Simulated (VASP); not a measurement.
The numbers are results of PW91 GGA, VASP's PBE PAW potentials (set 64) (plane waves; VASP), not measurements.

VASP ran on this input.

KPOINTS:
```
k-points along high-symmetry lines
15
Line-mode
Reciprocal
  0.000000   0.000000   0.000000 ! GAMMA
  0.500000   0.000000   0.500000 ! X

  0.500000   0.000000   0.500000 ! X
  0.625000   0.250000   0.625000 ! U

  0.375000   0.375000   0.750000 ! K
  0.000000   0.000000   0.000000 ! GAMMA

  0.000000   0.000000   0.000000 ! GAMMA
  0.500000   0.500000   0.500000 ! L

  0.500000   0.500000   0.500000 ! L
  0.500000   0.250000   0.750000 ! W

  0.500000   0.250000   0.750000 ! W
  0.500000   0.000000   0.500000 ! X
```

**INCAR**
```
! general
SYSTEM  = PbTe
PREC    = Accurate
ENCUT   = 520
LREAL   = .False.
LASPH   = .True.
ICHARG  = 11

! electronic loop
EDIFF   = 1E-7
NELM    = 100
ALGO    = Normal
LMAXMIX = 4

! smearing
ISMEAR  = 0
SIGMA   = 0.05

! functional
GGA     = 91

! output
LWAVE   = .False.
LCHARG  = .False.
LORBIT  = 11
```

**POSCAR**
```
PbTe
1.0
  0.0000000000   3.2826087795   3.2826087795
  3.2826087795   0.0000000000   3.2826087795
  3.2826087795   3.2826087795   0.0000000000
Te Pb
1 1
Cart
  3.2826087795   3.2826087795   3.2826087795
  0.0000000000   0.0000000000   0.0000000000
```

POTCAR, in this order: Te Pb_d (PBE.64 set). Program: vasp_std. Read from the step before: CHGCAR.

What VASP printed:

### OUTCAR
```
 ion  position               nearest neighbor table
   1  0.500  0.500  0.500-   2 3.28   2 3.28   2 3.28   2 3.28   2 3.28   2 3.28
   2  0.000  0.000  0.000-   1 3.28   1 3.28   1 3.28   1 3.28   1 3.28   1 3.28
  LATTYP: Found a face centered cubic cell.
 ALAT       =     6.5652175590
 Subroutine PRICEL returns:
 Original cell was already a primitive cell.
 Subroutine GETGRP returns: Found 48 space group operations
The static configuration has the point symmetry O_h .
The dynamic configuration has the point symmetry O_h .
 Subroutine INISYM returns: Found 48 space group operations
   k-points           NKPTS =     90   k-points in BZ     NKDIM =     90   number of bands    NBANDS=     14
   number of dos      NEDOS =    301   number of ions     NIONS =      2
   total plane-waves  NPLWV =  46656
   dimension x,y,z NGX =    36 NGY =   36 NGZ =   36
   dimension x,y,z NGXF=    72 NGYF=   72 NGZF=   72
   ions per type =               1   1
   PREC   = accura    normal or accurate (medium, high low for compatibility)
   ISTART =      0    job   : 0-new  1-cont  2-samecut
   ICHARG =     11    charge: 1-file 2-atom 10-const
   ISPIN  =      1    spin polarized calculation?
   LNONCOLLINEAR =      F non collinear calculations
   LSORBIT =      F    spin-orbit coupling
   INIWAV =      1    electr: 0-lowe 1-rand  2-diag
   ENCUT  =  520.0 eV  38.22 Ry    6.18 a.u.   8.63  8.63  8.63*2*pi/ulx,y,z
   NELM   =    100;   NELMIN=  2; NELMDL= -5     # of ELM steps
   EDIFF  = 0.1E-06   stopping-criterion for ELM
   LREAL  =      F    real-space projection
   NLSPLINE    = F    spline interpolate recip. space projectors
   LMAXMIX     =    4 max onsite mixed and CHGCAR
   VOSKOWN=      0    Vosko Wilk Nusair interpolation
   EDIFFG = 0.1E-05   stopping-criterion for IOM
   NSW    =      0    number of steps for IOM
   NBLOCK =      1;   KBLOCK =      1    inner block; outer block
   IBRION =     -1    ionic relax: 0-MD 1-quasi-New 2-CG
   NFREE  =      0    steps in history (QN), initial steepest desc. (CG)
   ISIF   =      2    stress and relaxation
   ISYM   =      2    0-nonsym 1-usesym 2-fastsym
   TEIN   =    0.0    initial temperature
   TEBEG  =    0.0;   TEEND  =   0.0 temperature during run
   SMASS  =  -3.00    Nose mass-parameter (am)
   PSTRESS=    0.0 pullay stress
   NELECT =      20.0000    total number of electrons
   EFERMI =   0.00;   METHOD = LEGACY
   ISMEAR =     0;   SIGMA  =   0.05  broadening in eV -4-tet -1-fermi 0-gaus
   IALGO  =     38    algorithm
   LDIAG  =      T    sub-space diagonalisation (order eigenvalues)
   IMIX   =      4    mixing-type and parameters
     AMIX     =   0.40;   BMIX     =  1.00
     AMIX_MAG =   1.60;   BMIX_MAG =  1.00
     AMIN     =   0.10
   GGA     = 91    functional components
   VOSKOWN =     0    Vosko Wilk Nusair interpolation
   LHFCALC =     F    Hartree Fock is set to
   LHFONE  =     F    Hartree Fock one center treatment
   AEXX    =    0.0000 exact exchange contribution
   IVDW    =     0    specifies the selected vdW correction
   LEPSILON=     F    determine dielectric tensor
   LRPA    =     F    only Hartree local field effects (RPA)
  energy-cutoff  :      520.00
  volume of cell :       70.74
      direct lattice vectors                 reciprocal lattice vectors
     0.000000000  3.282608779  3.282608779    -0.152317877  0.152317877  0.152317877
     3.282608779  0.000000000  3.282608779     0.152317877 -0.152317877  0.152317877
     3.282608779  3.282608779  0.000000000     0.152317877  0.152317877 -0.152317877
 k-point     1 :   0.0000 0.0000 0.0000  plane waves:    1917
 k-point     2 :   0.0357 0.0000 0.0357  plane waves:    1913
 k-point     3 :   0.0714 0.0000 0.0714  plane waves:    1905
 k-point     4 :   0.1071 0.0000 0.1071  plane waves:    1904
 k-point     5 :   0.1429 0.0000 0.1429  plane waves:    1916
 k-point     6 :   0.1786 0.0000 0.1786  plane waves:    1916
 k-point     7 :   0.2143 0.0000 0.2143  plane waves:    1924
 k-point     8 :   0.2500 0.0000 0.2500  plane waves:    1924
 k-point     9 :   0.2857 0.0000 0.2857  plane waves:    1916
 k-point    10 :   0.3214 0.0000 0.3214  plane waves:    1932
...
```

File OSZICAR:
```
       N       E                     dE             d eps       ncg     rms          rms(c)
DAV:   1     0.152019148881E+03    0.15202E+03   -0.93201E+03  2528   0.137E+03
DAV:   2     0.323980584103E+01   -0.14878E+03   -0.14558E+03  2634   0.333E+02
DAV:   3    -0.767637117935E+01   -0.10916E+02   -0.10806E+02  3360   0.971E+01
DAV:   4    -0.796043451531E+01   -0.28406E+00   -0.28395E+00  3110   0.192E+01
DAV:   5    -0.797014025934E+01   -0.97057E-02   -0.97056E-02  3540   0.302E+00
DAV:   6    -0.797057919121E+01   -0.43893E-03   -0.43893E-03  3474   0.551E-01
DAV:   7    -0.797058239421E+01   -0.32030E-05   -0.32030E-05  3540   0.499E-02
DAV:   8    -0.797058245539E+01   -0.61189E-07   -0.61185E-07  3096   0.691E-03
   1 F= -.79705825E+01 E0= -.79705825E+01  d E =-.212712E-12
```

OUTCAR:
```
 val. band max:        4.9973060160   @ k =   0.5000   0.5000   0.5000

 cond. band min:       5.8094122577   @ k =   0.5000   0.5000   0.5000



 k-point     1 :       0.0000    0.0000    0.0000
  band No.  band energies     occupation
      1     -11.6388      2.00000
      2     -11.6388      2.00000
      3     -11.6315      2.00000
      4     -11.6315      2.00000
      5     -11.6315      2.00000
      6      -6.6356      2.00000
      7      -0.6991      2.00000
      8       3.8165      2.00000
      9       3.8165      2.00000
     10       3.8165      2.00000
     11       8.9950      0.00000
     12       8.9950      0.00000
     13       8.9950      0.00000
     14      10.9028      0.00000

 k-point     2 :       0.0357    0.0000    0.0357
  band No.  band energies     occupation
      1     -11.6392      2.00000
      2     -11.6387      2.00000
      3     -11.6316      2.00000
      4     -11.6312      2.00000
      5     -11.6312      2.00000
      6      -6.6219      2.00000
      7      -0.7423      2.00000
      8       3.7950      2.00000
      9       3.7950      2.00000
     10       3.8914      2.00000
     11       8.7614      0.00000
     12       8.9944      0.00000
     13       8.9944      0.00000
     14      10.8009      0.00000

 k-point     3 :       0.0714    0.0000    0.0714
  band No.  band energies     occupation
      1     -11.6403      2.00000
      2     -11.6383      2.00000
      3     -11.6319      2.00000
      4     -11.6305      2.00000
      5     -11.6305      2.00000
      6      -6.5808      2.00000
      7      -0.8617      2.00000
      8       3.7323      2.00000
      9       3.7323      2.00000
     10       4.0999      2.00000
     11       8.2086      0.00000
     12       8.9986      0.00000
     13       8.9986      0.00000
     14      10.5623      0.00000

 k-point     4 :       0.1071    0.0000    0.1071
  band No.  band energies     occupation
      1     -11.6424      2.00000
...
```

The density is held fixed in this step, so its total energy and stress have no physical meaning. Unless said otherwise, spin-orbit coupling is left out, though it shifts the bands of the heavy elements here.

The compound is PbTe in the rock salt structure. It was relaxed first.
